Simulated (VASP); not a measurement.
Input for VASP

**POSCAR**
```
InP
1
    0.0000000000     2.9350000000     2.9350000000
    2.9350000000     0.0000000000     2.9350000000
    2.9350000000     2.9350000000     0.0000000000
In P
1 1
Direct
  0.0000000000   0.0000000000   0.0000000000
  0.2500000000   0.2500000000   0.2500000000
```

**KPOINTS**
```
kpoints
0
G
  7 7 7
0 0 0
```

**INCAR**
```
SYSTEM = InP
PREC = Accurate
ENCUT = 520
EDIFF = 1E-6
NELM = 100
ALGO = Normal
LREAL = .FALSE.
LASPH = .TRUE.
ISMEAR = 0
SIGMA = 0.05
LMAXMIX = 4
LWAVE = .FALSE.
LCHARG = .FALSE.
IBRION = 2
ISIF = 3
NSW = 60
EDIFFG = -0.01
```

POTCAR, in this order: In_d P (LDA.64 set). Program: vasp_std.

**Question.** Translate this LDA calculation to Quantum ESPRESSO's pw.x.

**Answer.** One equivalent input (not run):
```
&CONTROL
  calculation = 'vc-relax'
  pseudo_dir = './pseudo'
  outdir = './out'
  tprnfor = .true.
  tstress = .true.
  nstep = 60
  forc_conv_thr = 0.00039
/
&SYSTEM
  ibrav = 0
  nat = 2
  ntyp = 2
  ecutwfc = 70
  occupations = 'smearing'
  smearing = 'gaussian'
  degauss = 0.003675
  input_dft = 'pz'
/
&ELECTRONS
  conv_thr = 7.3e-08
  electron_maxstep = 100
/
&IONS
/
&CELL
/
ATOMIC_SPECIES
  In 114.818 In.upf
  P 30.974 P.upf
CELL_PARAMETERS angstrom
     0.0000000    2.9350000    2.9350000
     2.9350000    0.0000000    2.9350000
     2.9350000    2.9350000    0.0000000
ATOMIC_POSITIONS crystal
  In   0.0000000  0.0000000  0.0000000
  P    0.2500000  0.2500000  0.2500000
K_POINTS automatic
  7 7 7 0 0 0
```
The two are equivalent in intent, not identical: the potentials are each code's own (VASP's PAW set, PseudoDojo norm-conserving files in pw.x), so ENCUT and ecutwfc are chosen apart and not converted; conv_thr bounds pw.x's estimated SCF error, while EDIFF bounds the energy change between steps; forc_conv_thr acts on force components and is met together with etot_conv_thr.

The compound is InP in the zinc blende structure. This run relaxes it. Symmetry was kept, so distortions that lower it aren't found.
